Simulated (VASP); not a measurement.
# SiSnPN with PBEsol + D3(BJ): from relaxation to properties, part 5 of 5

What structure does SiSnPN take at this level, and what are its properties? The cell is invented: it takes the structure of a Materials Project entry for SnP (space group 107 there), with some of its atoms replaced by other elements, volume scaled by an estimate. It may not be a known or stable phase.

VASP 6.6.1; PBEsol with D3(BJ); plane waves and PAW (Sn_d, P, Si, N); invented cell.

So far. Step 6 (Density of states (PBEsol + D3(BJ))): The finer mesh and the other smearing move the Fermi level by -0.02 eV from the 6×8×8 run, a small shift, which tests the Fermi level alone. Of the states within 0.3 eV of the Fermi level, the largest shares in the PAW spheres are N p 11 %, Sn s 11 % and Si p 9 %. The rest lies in smaller channels or between the spheres. The relaxed cell has a, b, c = 4.749, 4.659, 5.337 Å (conventional setting).

## (8) Zone-centre phonons (PBEsol + D3(BJ))

Zone-centre modes test whether the atoms sit at a minimum within this cell. IBRION = 6 takes the force constants from differences of forces between displaced cells, so the forces must be tight.

The input, INCAR:

```
SYSTEM = SiSnPN
PREC = Accurate
ENCUT = 520
EDIFF = 1E-08
NELM = 100
ISMEAR = 1
SIGMA = 0.2
LREAL = .FALSE.
ALGO = Normal
GGA = PS
IVDW = 12
NBANDS = 20
LORBIT = 11
LWAVE = .FALSE.
LCHARG = .FALSE.
KPAR = 2
IBRION = 6
NFREE = 2
POTIM = 0.015
ISIF = 2
NSW = 1
```

The input, POSCAR:

```
SiSnPN
1.0
    4.7487191751      0.0000000000      0.0000000000
    0.0000000000      2.3293760766      2.6682830814
    0.0000000000     -2.3293760766      2.6682830814
Sn P Si N
1 1 1 1
Direct
    0.5000000000      0.5513454820      0.5513454820
    0.0000000000      0.3917948967      0.3917948967
    0.0000000000      0.9633191844      0.9633191844
    0.5000000000      0.9495384368      0.9495384368
```

The input, KPOINTS:

```
Automatic mesh
0
Gamma
8 11 11
0 0 0
```

Potentials, in the order of the species: Sn_d, P, Si and N (PBE family, release 64).

Launch:

```console
> mpirun -np 2 vasp_std
```

Output:

```text
[... set-up lines as in an earlier step ...]
 entering main loop
       N       E                     dE             d eps       ncg     rms          rms(c)
DAV:   1     0.212503288249E+03    0.21250E+03   -0.13634E+04  7424   0.178E+03
DAV:   2     0.111854345839E+01   -0.21138E+03   -0.20204E+03  7464   0.442E+02
DAV:   3    -0.237116907157E+02   -0.24830E+02   -0.23994E+02  8960   0.124E+02
DAV:   4    -0.247011710158E+02   -0.98948E+00   -0.98087E+00  8968   0.238E+01
DAV:   5    -0.247232798166E+02   -0.22109E-01   -0.22083E-01  9060   0.382E+00    0.931E+00
DAV:   6    -0.234353086249E+02    0.12880E+01   -0.11786E+01 11192   0.262E+01    0.583E+00
DAV:   7    -0.231543758959E+02    0.28093E+00   -0.17213E+00  8496   0.739E+00    0.311E+00
DAV:   8    -0.231453715864E+02    0.90043E-02   -0.38765E-01  8700   0.355E+00    0.904E-01
DAV:   9    -0.231360462852E+02    0.93253E-02   -0.40242E-02  9928   0.130E+00    0.351E-01
DAV:  10    -0.231361676718E+02   -0.12139E-03   -0.63398E-03  8208   0.584E-01    0.121E-01
DAV:  11    -0.231361665304E+02    0.11414E-05   -0.23999E-04  9088   0.125E-01    0.564E-02
DAV:  12    -0.231361720164E+02   -0.54859E-05   -0.27759E-05  8784   0.351E-02    0.545E-03
DAV:  13    -0.231361715407E+02    0.47565E-06   -0.46387E-06  8848   0.148E-02    0.546E-03
DAV:  14    -0.231361714720E+02    0.68731E-07   -0.42821E-07  8424   0.439E-03    0.247E-03
DAV:  15    -0.231361714011E+02    0.70839E-07   -0.63873E-08  8424   0.152E-03    0.748E-04
DAV:  16    -0.231361713822E+02    0.18970E-07   -0.19269E-08  5552   0.910E-04    0.245E-04
DAV:  17    -0.231361713705E+02    0.11643E-07   -0.30300E-09  4388   0.573E-04    0.135E-04
DAV:  18    -0.231361713706E+02   -0.96861E-10   -0.71762E-10  4296   0.273E-04
   1 F= -.24437828E+02 E0= -.24437991E+02  d E =0.490755E-03
 Found    12 degrees of freedom:
 Finite differences POTIM= 0.01500 DOF=  12
 bond charge predicted
       N       E                     dE             d eps       ncg     rms          rms(c)
DAV:   1    -0.231322217012E+02    0.39497E-02   -0.11019E+00 14004   0.559E+00    0.181E-01
DAV:   2    -0.231345240774E+02   -0.23024E-02   -0.23612E-02 13580   0.111E+00    0.467E-02
DAV:   3    -0.231345372241E+02   -0.13147E-04   -0.24708E-04 14928   0.119E-01    0.388E-02
DAV:   4    -0.231345372008E+02    0.23282E-07   -0.23758E-05 16056   0.480E-02    0.152E-02
DAV:   5    -0.231345375034E+02   -0.30260E-06   -0.19358E-06 12768   0.101E-02    0.456E-03
DAV:   6    -0.231345375277E+02   -0.24254E-07   -0.16137E-07 14460   0.326E-03    0.163E-03
DAV:   7    -0.231345375280E+02   -0.35925E-09   -0.14537E-08  8108   0.931E-04
   2 F= -.24436194E+02 E0= -.24436359E+02  d E =0.494464E-03
[... from here on, the cycles between the ionic steps are left out ...]
   3 F= -.24436194E+02 E0= -.24436359E+02  d E =0.494475E-03
   4 F= -.24437642E+02 E0= -.24437807E+02  d E =0.495020E-03
   5 F= -.24437642E+02 E0= -.24437807E+02  d E =0.495020E-03
   6 F= -.24437128E+02 E0= -.24437275E+02  d E =0.440445E-03
   7 F= -.24436049E+02 E0= -.24436233E+02  d E =0.552354E-03
   8 F= -.24436226E+02 E0= -.24436388E+02  d E =0.487778E-03
   9 F= -.24436226E+02 E0= -.24436388E+02  d E =0.487794E-03
  10 F= -.24436707E+02 E0= -.24436871E+02  d E =0.492619E-03
  11 F= -.24436707E+02 E0= -.24436871E+02  d E =0.492617E-03
  12 F= -.24437482E+02 E0= -.24437719E+02  d E =0.711945E-03
  13 F= -.24435982E+02 E0= -.24436057E+02  d E =0.224319E-03
  14 F= -.24438502E+02 E0= -.24438671E+02  d E =0.506456E-03
  15 F= -.24438502E+02 E0= -.24438671E+02  d E =0.506486E-03
  16 F= -.24436412E+02 E0= -.24436577E+02  d E =0.495828E-03
  17 F= -.24436412E+02 E0= -.24436577E+02  d E =0.495833E-03
  18 F= -.24436205E+02 E0= -.24436308E+02  d E =0.307246E-03
  19 F= -.24437134E+02 E0= -.24437364E+02  d E =0.689808E-03
  20 F= -.24438465E+02 E0= -.24438633E+02  d E =0.503755E-03
  21 F= -.24438465E+02 E0= -.24438633E+02  d E =0.503752E-03
  22 F= -.24437308E+02 E0= -.24437475E+02  d E =0.498407E-03
  23 F= -.24437308E+02 E0= -.24437475E+02  d E =0.498400E-03
  24 F= -.24435773E+02 E0= -.24435936E+02  d E =0.488233E-03
 Finite differences progress:
  Degree of freedom:  12/ 12
  Displacement:        1/  2
  Total:              23/ 24
 bond charge predicted
       N       E                     dE             d eps       ncg     rms          rms(c)
DAV:   1    -0.231325465944E+02    0.15995E-02   -0.33716E+00  7200   0.108E+01    0.249E-01
DAV:   2    -0.231360403544E+02   -0.34938E-02   -0.42100E-02  8988   0.140E+00    0.917E-02
DAV:   3    -0.231358052955E+02    0.23506E-03   -0.86811E-04  8904   0.241E-01    0.473E-02
DAV:   4    -0.231357365675E+02    0.68728E-04   -0.31760E-04  9040   0.153E-01    0.157E-02
DAV:   5    -0.231357414269E+02   -0.48594E-05   -0.72854E-05  8176   0.571E-02    0.133E-02
DAV:   6    -0.231357403965E+02    0.10303E-05   -0.26624E-06  9200   0.160E-02    0.337E-03
DAV:   7    -0.231357401086E+02    0.28798E-06   -0.87193E-07  9032   0.792E-03    0.105E-03
DAV:   8    -0.231357401013E+02    0.72419E-08   -0.20808E-07  8276   0.288E-03    0.774E-04
DAV:   9    -0.231357400906E+02    0.10699E-07   -0.54904E-09  4548   0.692E-04    0.160E-04
DAV:  10    -0.231357400888E+02    0.18035E-08   -0.30248E-09  4216   0.389E-04
  25 F= -.24437426E+02 E0= -.24437586E+02  d E =0.481672E-03
 Finite differences progress:
  Degree of freedom:  12/ 12
  Displacement:        2/  2
  Total:              24/ 24
```

It took 38 min on 2 MPI ranks of AMD EPYC 7R43, shared host; peak memory 1.4 GiB; 75 min of CPU time.

OUTCAR, selected parts (step 8):

```text
   k-points           NKPTS =    180   k-points in BZ     NKDIM =    180   number of bands    NBANDS=     20

   NELECT =      28.0000    total number of electrons

 Edisp (eV)   -1.30163

 E-fermi :   9.7967

 k-point     1 :       0.0000    0.0000    0.0000
  band No.  band energies     occupation
    ...
     11       5.9272      2.00000
     12       7.2947      2.00000
     13       7.8908      2.00000
     14       7.9395      2.00000
     15       8.4742      2.00000
     16      10.4851     -0.00001
     17      14.6215      0.00000
     18      14.9340      0.00000
     19      15.4581      0.00000
     20      15.7397      0.00000

 Edisp (eV)   -1.30169

  Total      -0.42489     0.06650     0.50797     0.00000     0.00000     0.00000
  in kB     -11.53217     1.80484    13.78692     0.00000     0.00000     0.00000
  external pressure =        1.35 kB  Pullay stress =        0.00 kB

 POSITION                                       TOTAL-FORCE (eV/Angst)
 -----------------------------------------------------------------------------------
      2.37436      0.00000      2.94229         0.000000      0.000000     -0.099600
      0.00000      0.00000      2.09084         0.000000      0.000000      0.039491
      0.00000      0.00000      5.14082         0.000000      0.000000     -0.052441
      2.37436      0.00000      5.05227         0.000000      0.000000      0.112550
 -----------------------------------------------------------------------------------
    total drift:                                0.000000      0.000000      0.000201

  FREE ENERGIE OF THE ION-ELECTRON SYSTEM (eV)
  ---------------------------------------------------
  free  energy   TOTEN  =       -24.4374255909 eV

  energy  without entropy=      -24.4379072628  energy(sigma->0) =      -24.43758615

 Eigenvectors and eigenvalues of the dynamical matrix
 ----------------------------------------------------

   1 f  =   14.428888 THz    90.659377 2PiTHz  481.295896 cm-1    59.673059 meV
             X         Y         Z           dx          dy          dz
      2.374360  0.000000  2.942292    -0.000000   -0.000000   -0.267735
      0.000000  0.000000  2.090839     0.000000   -0.000000    0.042386
      0.000000  0.000000  5.140817    -0.000000   -0.000000   -0.163837
      2.374360  0.000000  5.067275    -0.000000    0.000000    0.948514

   2 f  =   13.157944 THz    82.673801 2PiTHz  438.901770 cm-1    54.416860 meV
             X         Y         Z           dx          dy          dz
      2.374360  0.000000  2.942292     0.000000   -0.044490    0.000000
      0.000000  0.000000  2.090839     0.000000   -0.628147   -0.000000
      0.000000  0.000000  5.140817     0.000000    0.776029   -0.000000
      2.374360  0.000000  5.067275    -0.000000   -0.035091   -0.000000

   3 f  =   12.137175 THz    76.260119 2PiTHz  404.852579 cm-1    50.195300 meV
             X         Y         Z           dx          dy          dz
      2.374360  0.000000  2.942292    -0.000000   -0.000000    0.052341
      0.000000  0.000000  2.090839     0.000000    0.000000    0.677363
      0.000000  0.000000  5.140817    -0.000000   -0.000000   -0.720321
      2.374360  0.000000  5.067275    -0.000000    0.000000   -0.139916

   4 f  =   11.711434 THz    73.585111 2PiTHz  390.651393 cm-1    48.434578 meV
             X         Y         Z           dx          dy          dz
      2.374360  0.000000  2.942292    -0.384775    0.000000   -0.000000
      0.000000  0.000000  2.090839     0.909330   -0.000000   -0.000000
      0.000000  0.000000  5.140817    -0.060677   -0.000000    0.000000
      2.374360  0.000000  5.067275    -0.146238    0.000000    0.000000

   5 f  =    9.602588 THz    60.334840 2PiTHz  320.307860 cm-1    39.713095 meV
             X         Y         Z           dx          dy          dz
      2.374360  0.000000  2.942292    -0.000000    0.071713   -0.000000
      0.000000  0.000000  2.090839     0.000000    0.294873    0.000000
      0.000000  0.000000  5.140817    -0.000000    0.200673    0.000000
      2.374360  0.000000  5.067275    -0.000000   -0.931471    0.000000

   6 f  =    6.406021 THz    40.250214 2PiTHz  213.681845 cm-1    26.493160 meV
             X         Y         Z           dx          dy          dz
      2.374360  0.000000  2.942292     0.482896   -0.000000    0.000000
      0.000000  0.000000  2.090839     0.071224   -0.000000   -0.000000
      0.000000  0.000000  5.140817    -0.681890   -0.000000    0.000000
      2.374360  0.000000  5.067275    -0.544761   -0.000000    0.000000

   7 f  =    4.855061 THz    30.505245 2PiTHz  161.947389 cm-1    20.078908 meV
             X         Y         Z           dx          dy          dz
      2.374360  0.000000  2.942292     0.000000   -0.000000    0.554195
      0.000000  0.000000  2.090839    -0.000000    0.000000   -0.614418
      0.000000  0.000000  5.140817     0.000000    0.000000   -0.554616
      2.374360  0.000000  5.067275     0.000000   -0.000000    0.088089

   8 f  =    2.581607 THz    16.220715 2PiTHz   86.113141 cm-1    10.676664 meV
             X         Y         Z           dx          dy          dz
      2.374360  0.000000  2.942292     0.000000   -0.614066   -0.000000
      0.000000  0.000000  2.090839     0.000000    0.596106   -0.000000
      0.000000  0.000000  5.140817     0.000000    0.458165   -0.000000
      2.374360  0.000000  5.067275     0.000000    0.240137   -0.000000

   9 f/i=    0.002185 THz     0.013731 2PiTHz    0.072894 cm-1     0.009038 meV
             X         Y         Z           dx          dy          dz
      2.374360  0.000000  2.942292     0.786577    0.000000   -0.000000
      0.000000  0.000000  2.090839     0.401868    0.000000   -0.000000
      0.000000  0.000000  5.140817     0.383034    0.000000   -0.000000
      2.374360  0.000000  5.067275     0.270340    0.000000   -0.000000

  10 f/i=    0.003281 THz     0.020612 2PiTHz    0.109428 cm-1     0.013567 meV
             X         Y         Z           dx          dy          dz
      2.374360  0.000000  2.942292    -0.000000    0.000000   -0.786413
      0.000000  0.000000  2.090839    -0.000000    0.000000   -0.402335
      0.000000  0.000000  5.140817    -0.000000    0.000000   -0.383009
      2.374360  0.000000  5.067275    -0.000000    0.000000   -0.270157

  11 f/i=    0.008665 THz     0.054443 2PiTHz    0.289027 cm-1     0.035835 meV
             X         Y         Z           dx          dy          dz
      2.374360  0.000000  2.942292    -0.000000    0.784730    0.000000
      0.000000  0.000000  2.090839    -0.000000    0.403905    0.000000
      0.000000  0.000000  5.140817    -0.000000    0.384181    0.000000
      2.374360  0.000000  5.067275    -0.000000    0.271045    0.000000

  12 f/i=   13.673431 THz    85.912700 2PiTHz  456.096557 cm-1    56.548741 meV
             X         Y         Z           dx          dy          dz
      2.374360  0.000000  2.942292     0.007496   -0.000000   -0.000000
      0.000000  0.000000  2.090839    -0.080922   -0.000000    0.000000
      0.000000  0.000000  5.140817     0.620185    0.000000   -0.000000
      2.374360  0.000000  5.067275    -0.780235    0.000000   -0.000000

 ELASTIC MODULI CONTR FROM IONIC RELAXATION (kBar)
 Direction    XX          YY          ZZ          XY          YZ          ZX
 --------------------------------------------------------------------------------
 XX        -458.7883    -45.0512    379.2182      0.0000     -0.0000      0.0000
 YY         -45.0512    -40.9548    179.3738      0.0000     -0.0000     -0.0000
 ZZ         379.2182    179.3738  -1335.2677      0.0000      0.0000      0.0000
 XY           0.0000      0.0000      0.0000      0.0000      0.0000      0.0000
 YZ          -0.0000     -0.0000      0.0000      0.0000   -184.9428      0.0000
 ZX           0.0000     -0.0000      0.0000      0.0000      0.0000    -98.7216
 --------------------------------------------------------------------------------

[... 7 parts as in an earlier step ...]

[... 9 further parts left out ...]
```

CONTCAR:

```
SiSnPN
   1.00000000000000
     4.7487191750999997    0.0000000000000000    0.0000000000000000
     0.0000000000000000    2.3293760766000000    2.6682830813999998
     0.0000000000000000   -2.3293760766000000    2.6682830813999998
  Sn              P               Si              N
     1     1     1     1
Direct
     0.5000000000000000    0.5513454820000021    0.5513454820000021
     0.0000000000000000    0.3917948966999987    0.3917948966999987
     0.0000000000000000    0.9633191843999995    0.9633191843999995
     0.5000000000000001    0.9467276405796561    0.9467276405796561
```

The last energy, forces, stress and levels in OUTCAR belong to the last displaced cell, not to the cell of POSCAR.

This step gave:

- irreducible k-points: 180
- pressure of the cell: -0.08861 GPa
- largest force of the cell: 0.05704 eV/Å

The modes at Γ (shares of kinetic energy by element, %) (negative means imaginary):

| mode | frequency (cm⁻¹) | symmetry | Sn % | P % | Si % | N % |
| --- | --- | --- | --- | --- | --- | --- |
| 1 | -456.1 | B | 0 | 1 | 38 | 61 |
| 2 | -0.3 | acoustic | 62 | 16 | 15 | 7 |
| 3 | -0.1 | acoustic | 62 | 16 | 15 | 7 |
| 4 | -0.1 | acoustic | 62 | 16 | 15 | 7 |
| 5 | 86.1 | B | 38 | 36 | 21 | 6 |
| 6 | 161.9 | A1 | 31 | 38 | 31 | 1 |
| 7 | 213.7 | B | 23 | 1 | 46 | 30 |
| 8 | 320.3 | B | 1 | 9 | 4 | 87 |
| 9 | 390.7 | B | 15 | 83 | 0 | 2 |
| 10 | 404.9 | A1 | 0 | 46 | 52 | 2 |
| 11 | 438.9 | B | 0 | 39 | 60 | 0 |
| 12 | 481.3 | A1 | 7 | 0 | 3 | 90 |

Displacements in mode 1 (-456.1 cm⁻¹), the largest set to 1:
```
Sn1  0.00  0.00  0.00
P2  -0.07  0.00  0.00
Si3  0.56  0.00  0.00
N4  -1.00  0.00  0.00
```

Displacements in mode 5 (86.1 cm⁻¹), the largest set to 1:
```
Sn1  0.00 -0.53  0.00
P2   0.00  1.00  0.00
Si3  0.00  0.81  0.00
N4   0.00  0.60  0.00
```

The three acoustic modes lie within 0.3 cm⁻¹ of zero, but one optical mode is imaginary, so the cell is a saddle point and not a minimum. By the characters of their eigenvectors the optical modes sort into (cm⁻¹) Raman active: B 456i, B 86, A1 162, B 214, B 320, B 391, A1 405, B 439, A1 481; infrared active: B 456i, B 86, A1 162, B 214, B 320, B 391, A1 405, B 439, A1 481. B labels carry no number here, since it depends on the setting of the axes.

## (9) Results

```yaml
relaxed_volume: 14.76 Å³/atom
relaxed_conventional_cell_a_b_c: 4.749, 4.659, 5.337 Å
space_group_after_relaxing_within_0p02_a: Amm2 (No. 38)
band_gap: none, a metal
dos_at_the_fermi_level: 1.08 states/eV/cell
largest_field_gradient_vzz: 144.03 V/Å² on Sn1
highest_zone_centre_mode: 481 cm⁻¹
imaginary_zone_centre_modes: 1, down to 456i cm⁻¹
```

In words: With PBEsol + D3(BJ), SiSnPN relaxes to 14.76 Å³/atom in space group Amm2 (held by the symmetry of the run) and comes out as a metal. Band structure (PBEsol + D3(BJ)): Of the bands kept, 2 cross the Fermi level on this path. Zone-centre phonons (PBEsol + D3(BJ)): The highest mode in this list at Γ, 481.3 cm⁻¹, is mostly motion of N (90 % of the kinetic energy). 1 mode is imaginary, down to 456.1i cm⁻¹: the energy falls along it. Spin-orbit coupling is left out, and with elements this heavy it would split and shift bands near the Fermi level. Imaginary modes at Γ mean that the cell would distort to a lower symmetry. No search among competing phases was made. All values are for a static lattice at zero temperature.

[Lines on the potential files, build, host, timing and source positions are cut from VASP's logs without a mark.]

[Logs are printed without paths, hosts, clocks, repeated set-up lines and the standing remarks that a program may print on its own settings, such as how far it seeks lower states.]

[Hosts, paths, dates, database ids (printed as entryN), source tags and the programs' standing remarks are cut or masked in the printed files.]

[A measured line is paired with the nearest computed mode of its activity, which favours agreement.]
